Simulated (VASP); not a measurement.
# FeCuSO: magnetic orders

Is FeCuSO a ferromagnet or an antiferromagnet at this level? The start is a cell from a database of measured crystal structures.

Main program and level: VASP 6.6.1; PBE, spin-polarised, from parallel moments; plane waves and PAW (Cu, Fe, S, O), in the first sound run; inputs show where later runs differ.

### 1. The starting structure

It takes space group P4/nmm (No. 129, tetragonal). Conventional cell: a = 3.822 Å, b = 3.822 Å, c = 8.645 Å, α = 90.00°, β = 90.00°, γ = 90.00°. Nearest to Cu lie 4 S at 2.34 Å. Nearest to Fe lie 4 O at 2.02 Å. S has 4 Cu at 2.34 Å nearest. O has 4 Fe at 2.02 Å nearest. Farther neighbours and most contacts between anions are not listed.

As a file:

```cif
data_structure
_symmetry_space_group_name_H-M 'P4/nmm:1'
_symmetry_Int_Tables_number 129
_cell_length_a 3.8219
_cell_length_b 3.8219
_cell_length_c 8.6450
_cell_angle_alpha 90.000
_cell_angle_beta 90.000
_cell_angle_gamma 90.000
_cell_volume 126.28
loop_
_atom_site_label
_atom_site_type_symbol
_atom_site_symmetry_multiplicity
_atom_site_Wyckoff_symbol
_atom_site_fract_x
_atom_site_fract_y
_atom_site_fract_z
_atom_site_occupancy
Cu1 Cu 2 b 0.50000 0.50000 0.50000 1
Fe1 Fe 2 a 0.00000 0.00000 0.00000 1
S1 S 2 c 0.00000 0.50000 0.65580 1
O1 O 2 c 0.00000 0.50000 0.07440 1
```

### 2. Magnetic order, start order fm, signs ++++

Each run starts from other signs of the moments at the same geometry and cutoff; gentle mixing helps it keep them. Any wave vector in a name is a fraction of the reciprocal vectors of the first cell as typed.

INCAR reads:

```
SYSTEM = FeCuSO
PREC = Normal
ENCUT = 480
EDIFF = 1E-06
NELM = 150
ISMEAR = 0
SIGMA = 0.05
LREAL = .FALSE.
ALGO = Normal
GGA = PE
NBANDS = 45
ISPIN = 2
MAGMOM = 0.6 0.6 3 3 0 0 0 0
LASPH = .TRUE.
LMAXMIX = 4
LORBIT = 11
LWAVE = .FALSE.
LCHARG = .TRUE.
AMIX = 0.2
BMIX = 1E-04
AMIX_MAG = 0.8
BMIX_MAG = 1E-04
```

POSCAR reads:

```
FeCuSO
1.0
    3.8219000000      0.0000000000      0.0000000000
    0.0000000000      3.8219000000      0.0000000000
    0.0000000000      0.0000000000      8.6450000000
Cu Fe S O
2 2 2 2
Direct
    0.5000000000      0.5000000000      0.5000000000
    0.0000000000      0.0000000000      0.5000000000
    0.0000000000      0.0000000000      0.0000000000
    0.5000000000      0.5000000000      0.0000000000
    0.0000000000      0.5000000000      0.6558000000
    0.5000000000      0.0000000000      0.3442000000
    0.0000000000      0.5000000000      0.0744000000
    0.5000000000      0.0000000000      0.9256000000
```

KPOINTS reads:

```
Automatic mesh
0
Gamma
5 5 2
0 0 0
```

PAW data sets: Cu, Fe, S and O (PBE family, release 64).

Started as:

```console
mpirun -np 1 vasp_std
```

What it wrote:

```text
[banner, memory and clock lines left out]
running    1 mpi-ranks, on    1 nodes
 distrk:  each k-point on    1 cores,    1 groups
 distr:  one band on    1 cores,    1 groups

 POSCAR found type information on POSCAR CuFeS O
 POSCAR found :  4 types and       8 ions
 LDA part: xc-table for (Slater+PW92), standard interpolation
 POSCAR, INCAR and KPOINTS ok, starting setup
 FFT: planning ... GRIDC
 FFT: planning ... GRID_SOFT
 FFT: planning ... GRID
 WAVECAR not read
 entering main loop
       N       E                     dE             d eps       ncg     rms          rms(c)
DAV:   1     0.617887070936E+03    0.61789E+03   -0.25264E+04  2160   0.156E+03
DAV:   2     0.544119497890E+02   -0.56348E+03   -0.52599E+03  2200   0.379E+02
DAV:   3    -0.472146182931E+02   -0.10163E+03   -0.93283E+02  2714   0.174E+02
DAV:   4    -0.548414230891E+02   -0.76268E+01   -0.75118E+01  3104   0.526E+01
DAV:   5    -0.550554957873E+02   -0.21407E+00   -0.21368E+00  3223   0.984E+00    0.306E+01
DAV:   6    -0.650255466579E+02   -0.99701E+01   -0.12161E+02  3544   0.811E+01    0.772E+01
DAV:   7    -0.466727276820E+02    0.18353E+02   -0.83136E+01  3514   0.737E+01    0.228E+01
DAV:   8    -0.455600776717E+02    0.11127E+01   -0.66865E+00  3500   0.217E+01    0.195E+01
DAV:   9    -0.454761346489E+02    0.83943E-01   -0.12429E+00  3039   0.203E+01    0.151E+01
DAV:  10    -0.461063551217E+02   -0.63022E+00   -0.62311E+00  3740   0.318E+01    0.231E+01
DAV:  11    -0.458299228637E+02    0.27643E+00   -0.17388E+00  3321   0.141E+01    0.115E+01
DAV:  12    -0.454287705528E+02    0.40115E+00   -0.30999E+00  3420   0.189E+01    0.593E+00
DAV:  13    -0.454208680897E+02    0.79025E-02   -0.21207E-01  3455   0.488E+00    0.420E+00
DAV:  14    -0.453918445826E+02    0.29024E-01   -0.12243E-01  3783   0.314E+00    0.182E+00
DAV:  15    -0.453921039844E+02   -0.25940E-03   -0.19809E-02  3413   0.106E+00    0.113E+00
DAV:  16    -0.453917957465E+02    0.30824E-03   -0.33277E-03  3560   0.634E-01    0.653E-01
DAV:  17    -0.453905000152E+02    0.12957E-02   -0.33907E-03  3642   0.573E-01    0.229E-01
DAV:  18    -0.453904513399E+02    0.48675E-04   -0.10366E-03  3745   0.320E-01    0.833E-02
DAV:  19    -0.453904510785E+02    0.26143E-06   -0.14703E-04  2969   0.887E-02    0.503E-02
DAV:  20    -0.453904538887E+02   -0.28102E-05   -0.29543E-05  3522   0.424E-02    0.370E-02
DAV:  21    -0.453904496838E+02    0.42050E-05   -0.18470E-05  3341   0.735E-02    0.203E-02
DAV:  22    -0.453904519335E+02   -0.22497E-05   -0.89191E-06  2570   0.166E-02    0.242E-02
DAV:  23    -0.453904511540E+02    0.77953E-06   -0.11122E-06  1417   0.136E-02
   1 F= -.45390451E+02 E0= -.45386598E+02  d E =-.770669E-02  mag=     8.7543
```

It took 63 s on 1 MPI rank of Intel Xeon 6975P-C (Granite Rapids), shared host; peak memory 0.22 GiB.

Lines that name or quote the potential files are left out of all logs, and their timing lines are given in words.

Parts of OUTCAR (step 2):

```text
ion  position               nearest neighbor table
   1  0.500  0.500  0.500-   5 2.34   6 2.34   6 2.34   5 2.34   2 2.70   2 2.70   2 2.70   2 2.70

  LATTYP: Found a simple tetragonal cell.
 ALAT       =     3.8219000000
 C/A-ratio  =     2.2619639446

 Subroutine GETGRP returns: Found 16 space group operations
 (whereof  8 operations were pure point group operations)

The static configuration has the point symmetry D_2d.
 The point group associated with its full space group is D_4h.

 Found     12 irreducible k-points:

   k-points           NKPTS =     12   k-points in BZ     NKDIM =     12   number of bands    NBANDS=     45

   dimension x,y,z NGX =    20 NGY =   20 NGZ =   48
   dimension x,y,z NGXF=    40 NGYF=   40 NGZF=   96

   ENCUT  =  480.0 eV  35.28 Ry    5.94 a.u.   6.83  6.83 15.44*2*pi/ulx,y,z

   NELECT =      62.0000    total number of electrons

 k-points in reciprocal lattice and weights: Automatic mesh
   0.00000000  0.00000000  0.00000000       0.020
   0.20000000  0.00000000  0.00000000       0.080
   0.40000000  0.00000000  0.00000000       0.080
   0.20000000  0.20000000  0.00000000       0.080
   0.40000000  0.20000000  0.00000000       0.160
   0.40000000  0.40000000  0.00000000       0.080
   0.00000000  0.00000000  0.50000000       0.020
   0.20000000  0.00000000  0.50000000       0.080
   0.40000000  0.00000000  0.50000000       0.080
   0.20000000  0.20000000  0.50000000       0.080
   0.40000000  0.20000000  0.50000000       0.160
   0.40000000  0.40000000  0.50000000       0.080

 average (electrostatic) potential at core
       1 -67.3799       2 -67.3799       3 -46.8394       4 -46.8394       5 -87.8112
       6 -87.8112       7 -72.2784       8 -72.2784

 E-fermi :   3.5841

 spin component 1
 k-point     1 :       0.0000    0.0000    0.0000
  band No.  band energies     occupation
    ...
     29       2.1348      1.00000
     30       2.1592      1.00000
     31       2.2652      1.00000
     32       2.2652      1.00000
     33       2.7416      1.00000
     34       3.6180      0.16866
     35       4.1911      0.00000
     36       4.1911      0.00000
     37       5.2719      0.00000
     38       7.9292      0.00000
    ...

 k-point     2 :       0.2000    0.0000    0.0000
  band No.  band energies     occupation
    ...
     31       2.2101      1.00000
     32       2.7834      1.00000
     33       2.9751      1.00000
     34       3.5153      0.97420
     35       3.5264      0.94881
     36       4.1256      0.00000
     37       6.2744      0.00000
     38       8.1057      0.00000
     39       8.4492      0.00000
     40       8.7133      0.00000
    ...

 k-point     3 :       0.4000    0.0000    0.0000
  band No.  band energies     occupation
    ...
     31       2.3973      1.00000
     32       2.7420      1.00000
     33       3.2411      1.00000
     34       3.3957      1.00000
     35       3.4304      0.99999
     36       3.8779      0.00000
     37       7.6573      0.00000
     38       7.8367      0.00000
     39       8.0590      0.00000
     40       9.0989      0.00000
    ...

 k-point     4 :       0.2000    0.2000    0.0000
  band No.  band energies     occupation
    ...
     31       2.5050      1.00000
     32       2.7759      1.00000
     33       3.1276      1.00000
     34       3.4060      1.00000
     35       3.4479      0.99994
     36       3.5868      0.46961
     37       6.8704      0.00000
     38       8.6240      0.00000
     39       9.0556      0.00000
     40       9.3648      0.00000
    ...

 k-point     5 :       0.4000    0.2000    0.0000
  band No.  band energies     occupation
    ...
     32       2.8113      1.00000
     33       2.9580      1.00000
     34       2.9887      1.00000
     35       3.2683      1.00000
     36       3.3419      1.00000
     37       8.0409      0.00000
     38       8.3482      0.00000
     39       8.8204      0.00000
     40       9.3032      0.00000
     41      10.1971      0.00000
    ...

 k-point     6 :       0.4000    0.4000    0.0000
  band No.  band energies     occupation
    ...
     32       2.3647      1.00000
     33       2.4649      1.00000
     34       2.7362      1.00000
     35       3.0309      1.00000
     36       3.0710      1.00000
     37       8.0951      0.00000
     38       8.4905      0.00000
     39       9.1457      0.00000
     40       9.2503      0.00000
     41      10.1098      0.00000
    ...

  Total       -0.5519403     -0.5519403     -2.4511337      0.0000000      0.0000000      0.0000000
  in kB       -7.0029184     -7.0029184    -31.0995384      0.0000000      0.0000000      0.0000000
  external PRESSURE =     -15.0351250 kB  Pullay stress =       0.0000000 kB

  energy-cutoff  :      480.00
  volume of cell :      126.28
      direct lattice vectors                 reciprocal lattice vectors
     3.821900000  0.000000000  0.000000000     0.261649965  0.000000000  0.000000000
     0.000000000  3.821900000  0.000000000     0.000000000  0.261649965  0.000000000
     0.000000000  0.000000000  8.645000000     0.000000000  0.000000000  0.115673800

 POSITION                                       TOTAL-FORCE (eV/Angst)
 -----------------------------------------------------------------------------------
      1.91095      1.91095      4.32250         0.000000      0.000000     -0.000000
      0.00000      0.00000      4.32250         0.000000      0.000000     -0.000000
      0.00000      0.00000      0.00000         0.000000     -0.000000     -0.000000
      1.91095      1.91095      0.00000        -0.000000      0.000000     -0.000000
      0.00000      1.91095      5.66939         0.000000      0.000000      0.043039
      1.91095      0.00000      2.97561         0.000000     -0.000000     -0.043039
      0.00000      1.91095      0.64319         0.000000      0.000000     -0.236646
      1.91095      0.00000      8.00181         0.000000     -0.000000      0.236646
 -----------------------------------------------------------------------------------
    total drift:                               -0.000000      0.000000      0.000000

  FREE ENERGIE OF THE ION-ELECTRON SYSTEM (eV)
  ---------------------------------------------------
  free  energy   TOTEN  =       -45.3904511540 eV

  energy  without entropy=      -45.3827444602  energy(sigma->0) =      -45.38659781

 total charge
# of ion       s       p       d       tot
------------------------------------------
    1        0.383   0.394   9.172   9.949
    2        0.383   0.394   9.172   9.949
    3        0.333   0.419   6.047   6.799
    4        0.333   0.419   6.047   6.799
    5        1.343   2.306   0.000   3.649
    6        1.343   2.306   0.000   3.649
    7        1.567   3.418   0.000   4.985
    8        1.567   3.418   0.000   4.985
--------------------------------------------------
tot          7.253  13.073  30.439  50.765

 magnetization (x)
# of ion       s       p       d       tot
------------------------------------------
    1       -0.000   0.008   0.073   0.081
    2       -0.000   0.008   0.073   0.081
    3        0.035   0.030   3.591   3.656
    4        0.035   0.030   3.591   3.656
    5        0.003   0.085   0.000   0.087
    6        0.003   0.085   0.000   0.087
    7        0.022   0.341   0.000   0.363
    8        0.022   0.341   0.000   0.363
--------------------------------------------------
tot          0.119   0.928   7.329   8.376

[... 6 further parts left out ...]
```

The magnetic state follows from one typed start and may not be the lowest. The k-mesh is coarse for a metal.

This step gave:

```
electronic cycles                                 : 23
electrons                                         : 62
free energy (TOTEN)                               : -45.39 eV
energy at zero smearing                           : -45.39 eV
Fermi energy                                      : 3.584 eV
moment of the cell, from the last line of the log : 8.754 μB
labelled metallic, from the levels on this mesh   : yes
```

Spin moment in the PAW sphere by atom:

| atom | spin moment in the PAW sphere (μB) |
| --- | --- |
| Cu1 | 0.08 |
| Cu2 | 0.08 |
| Fe3 | 3.66 |
| Fe4 | 3.66 |
| S5 | 0.09 |
| S6 | 0.09 |
| O7 | 0.36 |
| O8 | 0.36 |

Force by atom:

| atom | x (eV/Å) | y (eV/Å) | z (eV/Å) | size |
| --- | --- | --- | --- | --- |
| Cu1 | 0.000 | 0.000 | 0.000 | 0.000 |
| Cu2 | 0.000 | 0.000 | 0.000 | 0.000 |
| Fe3 | 0.000 | 0.000 | 0.000 | 0.000 |
| Fe4 | 0.000 | 0.000 | 0.000 | 0.000 |
| S5 | 0.000 | 0.000 | 0.043 | 0.043 |
| S6 | 0.000 | 0.000 | -0.043 | 0.043 |
| O7 | 0.000 | 0.000 | -0.237 | 0.237 |
| O8 | 0.000 | 0.000 | 0.237 | 0.237 |

Spin density in the ac plane at fractional y = 0.000, with atoms of Cu and Fe and S and O within 0.2 Å of it.

Ten even steps from '0' (0.0 e/Å³) to '9' (5.2 e/Å³), each cell a mean:
```
75100001000026
21000011000001
00000000000000
00000000000000
00000000000000
00000000000000
00000000000000
00000000000000
00000000000000
00000000000000
00000000000000
00000000000000
00000000000000
00000000000000
00000000000000
00000000000000
00000000000000
00000000000000
00000000000000
00000000000000
00000000000000
00000000000000
43100000000013
97200000000038
```
Columns run along a (3.8 Å), rows up along c (8.6 Å). Atoms in or near the plane, at fractional coordinates: Cu at (0.00, 0.50), Fe at (0.00, 0.00), S at (0.50, 0.34), O at (0.50, 0.93).

Valence density in the ac plane at fractional y = 0.000, with atoms of Cu and Fe and S and O within 0.2 Å of it. It is the smooth field of the valence electrons, not physical close to the nuclei.

Values in e/Å³, 24 rows by 14 columns, each cell a mean:
```
 6  4  2  1  1  2  4  5  3  1  1  1  2  5
 2  1  1  0  1  3  6  7  5  2  1  0  1  1
 0  0  0  0  1  2  4  5  3  1  0  0  0  0
 0  0  0  0  0  1  1  1  1  0  0  0  0  0
 0  0  0  0  0  0  0  0  0  0  0  0  0  0
 0  0  0  0  0  0  0  0  0  0  0  0  0  0
 0  0  0  0  0  0  0  0  0  0  0  0  0  0
 0  0  0  0  0  0  0  0  0  0  0  0  0  0
 0  0  0  0  0  0  0  0  0  0  0  0  0  0
 1  1  0  0  0  0  0  0  0  0  0  0  0  1
 7  4  1  0  0  0  0  0  0  0  0  0  2  5
16 10  3  1  0  0  0  0  0  0  0  1  5 12
11  7  2  1  0  0  0  0  0  0  0  1  4  9
 3  2  1  0  1  1  1  1  1  1  1  0  1  2
 0  0  0  0  1  1  1  1  1  1  1  0  0  0
 0  0  0  0  1  1  0  0  1  1  1  0  0  0
 0  0  0  0  1  1  1  1  1  1  1  0  0  0
 0  0  0  0  0  1  1  1  1  1  0  0  0  0
 0  0  0  0  0  0  0  0  0  0  0  0  0  0
 0  0  0  0  0  0  0  0  0  0  0  0  0  0
 0  0  0  0  0  0  0  0  0  0  0  0  0  0
 1  1  0  0  0  0  0  0  0  0  0  0  0  1
 4  3  1  0  0  0  0  0  0  0  0  0  1  3
 8  5  2  1  0  1  1  1  1  1  0  1  3  6
```
Columns run along a (3.8 Å), rows up along c (8.6 Å). Atoms in or near the plane, at fractional coordinates: Cu at (0.00, 0.50), Fe at (0.00, 0.00), S at (0.50, 0.34), O at (0.50, 0.93).

The largest moment at the end is 3.66 μB, and the moments of the cell sum to 8.75 μB.

(Part 1 of 3 ends here.)

[Lines on the potential files, build, host, timing and source positions are cut from VASP's logs without a mark.]

[Logs are printed without paths, hosts, clocks, repeated set-up lines and the standing remarks that a program may print on its own settings, such as how far it seeks lower states.]

[Hosts, paths, dates, database ids (printed as entryN), source tags and the programs' standing remarks are cut or masked in the printed files.]

[In band tables of VASP the shares of atoms and orbitals are scaled to a sum of 1 inside the atoms' spheres.]

[Runs that stopped without an error message from VASP are left out.]
